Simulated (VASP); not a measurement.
Data:

```xyz
2
Lattice="0.0000 2.4724 2.4724 2.4724 0.0000 2.4724 2.4724 2.4724 0.0000" Properties=species:S:1:pos:R:3 pbc="T T T"
Ge     2.4724     2.4724     4.9447
Mn     2.4724     2.4724     2.4724
```
Starting moments (μB, in the order of the record's atoms Ge Mn): -0.1 2.9.

The numbers are results of PBEsol GGA, VASP's PBE PAW potentials (set 64) (plane waves; VASP), not measurements. Settings: 400 eV cut-off, 14×14×14 Γ-centred mesh, tetrahedra with Blöchl corrections, potentials Ge_d Mn_pv.

Estimate the cell moment, energy per atom (σ→0), band gap (on the k-mesh) with the smallest direct gap where there is one.

```json
{
  "band gap (on the k-mesh)": "none (metal, semimetal or under 0.01 eV)",
  "cell_moment": "2.80 μB",
  "energy per atom (σ→0)": "-7.122 eV/atom"
}
```

Give the moment on each site (PAW-sphere projection).

```
site  moment (μB)
----  -----------
Ge1         -0.14
Mn2          2.89
```

The structure was generated: MnGe was put into the rocksalt type (Fm-3m), which need not be its known phase. It was relaxed first, which changed the volume by -18 %.
